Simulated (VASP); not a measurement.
Input:

```
CELL_PARAMETERS angstrom
      0.00000     2.15366     2.15366
      2.15366     0.00000     2.15366
      7.68072     7.68072     0.93394
ATOMIC_POSITIONS crystal
  Au 0.01977 0.01977 0.98517
  Au 0.98023 0.98023 0.26483
  Al 0.00699 0.00699 0.49475
  Al 0.99301 0.99301 0.75525
```

Calculation: PBEsol GGA, VASP's PBE PAW potentials (set 64) (plane waves; VASP). Settings: 400 eV cut-off, 14×14×4 Γ-centred mesh, tetrahedra with Blöchl corrections, potentials Au Al.

For a metal the tetrahedron method with Blöchl corrections gives inexact stress and forces. Unless said otherwise, spin-orbit coupling is left out, though it shifts the bands of the heavy elements here.

### Question
Estimate the energy per atom (σ→0), largest force, band gap (on the k-mesh) with the smallest direct gap where there is one.

### Answer

- band gap (on the k-mesh): none (metal, semimetal or under 0.01 eV)
- energy per atom (σ→0): -406.3 kJ/mol of atoms
- largest force: 0.00125 Ha/bohr

The absolute energy has meaning only against runs of the same code, potentials and settings.

The structure was generated: Al2Au2 was put into an ordered model structure (R-3m), which need not be its known phase. It was relaxed first.
